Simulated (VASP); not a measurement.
Output of a VASP run:

File OSZICAR:
```
       N       E                     dE             d eps       ncg     rms          rms(c)
DAV:   1     0.436356174475E+02    0.43636E+02   -0.33782E+03   752   0.808E+02
DAV:   2     0.900575351550E+00   -0.42735E+02   -0.42201E+02   856   0.139E+02
DAV:   3    -0.997948807324E+00   -0.18985E+01   -0.18903E+01  1016   0.346E+01
DAV:   4    -0.105638694458E+01   -0.58438E-01   -0.58446E-01  1240   0.459E+00
DAV:   5    -0.105714317608E+01   -0.75623E-03   -0.75622E-03  1080   0.327E-01    0.151E+00
DAV:   6    -0.105576116745E+01    0.13820E-02   -0.24280E-03  1240   0.315E-01    0.915E-01
DAV:   7    -0.105541023206E+01    0.35094E-03   -0.36275E-03  1016   0.377E-01    0.576E-02
DAV:   8    -0.105542758134E+01   -0.17349E-04   -0.16946E-04  1152   0.113E-01    0.162E-02
DAV:   9    -0.105543217878E+01   -0.45974E-05   -0.68712E-06  1112   0.221E-02    0.452E-03
DAV:  10    -0.105543226189E+01   -0.83114E-07   -0.35582E-06  1048   0.122E-02
   1 F= -.10554323E+01 E0= -.10550386E+01  d E =-.105543E+01
```

**OUTCAR**
```
------------------------ aborting loop because EDIFF is reached ----------------------------------------
  FORCE on cell =-STRESS in cart. coord.  units (eV):
  Direction    XX          YY          ZZ          XY          YZ          ZX
  --------------------------------------------------------------------------------------
  Total        0.0016472      0.0016472      0.0016472     -0.0000000     -0.0000000     -0.0000000
  in kB        0.0339286      0.0339286      0.0339286     -0.0000000     -0.0000000     -0.0000000
  external PRESSURE =       0.0339286 kB  Pullay stress =       0.0000000 kB
  volume of cell :       77.78
      direct lattice vectors                 reciprocal lattice vectors
    -2.689097288  2.689097288  2.689097288     0.000000000  0.185936002  0.185936002
     2.689097288 -2.689097288  2.689097288     0.185936002  0.000000000  0.185936002
     2.689097288  2.689097288 -2.689097288     0.185936002  0.185936002  0.000000000
 POSITION                                       TOTAL-FORCE (eV/Angst)
 -----------------------------------------------------------------------------------
      0.00000      0.00000      0.00000        -0.000000      0.000000      0.000000
 -----------------------------------------------------------------------------------
    total drift:                               -0.000000     -0.000000      0.000000
  FREE ENERGIE OF THE ION-ELECTRON SYSTEM (eV)
  ---------------------------------------------------
  free  energy   TOTEN  =        -1.0554322619 eV

  energy  without entropy=       -1.0542513866  energy(sigma->0) =       -1.05503864

 reached required accuracy - stopping structural energy minimisation
```
(Selected blocks of OUTCAR.)

### POSCAR
```
Rb
1
   -2.6890972880     2.6890972880     2.6890972880
    2.6890972880    -2.6890972880     2.6890972880
    2.6890972880     2.6890972880    -2.6890972880
Rb
1
Direct
  0.0000000000   0.0000000000   0.0000000000
```

Reconstruct the remaining input files.

One answer among several that fit: the input of the run itself, LDA (Ceperley-Alder, Perdew-Zunger), plane waves, VASP's LDA PAW potentials (set 64).

**INCAR**
```
SYSTEM = Rb
PREC = Accurate
ENCUT = 500
EDIFF = 1E-6
NELM = 100
ALGO = Normal
LREAL = .FALSE.
LASPH = .TRUE.
ISMEAR = 1
SIGMA = 0.1
LMAXMIX = 4
LWAVE = .FALSE.
LCHARG = .FALSE.
IBRION = 2
ISIF = 3
NSW = 40
EDIFFG = -0.02
```

File KPOINTS:
```
K-points
0
Gamma
  10 10 10
```

POTCAR, in this order: Rb_sv (LDA.64 set). Program: vasp_std.

The compound is Rb in the bcc structure. It was relaxed first, which changed the volume by -14 %.
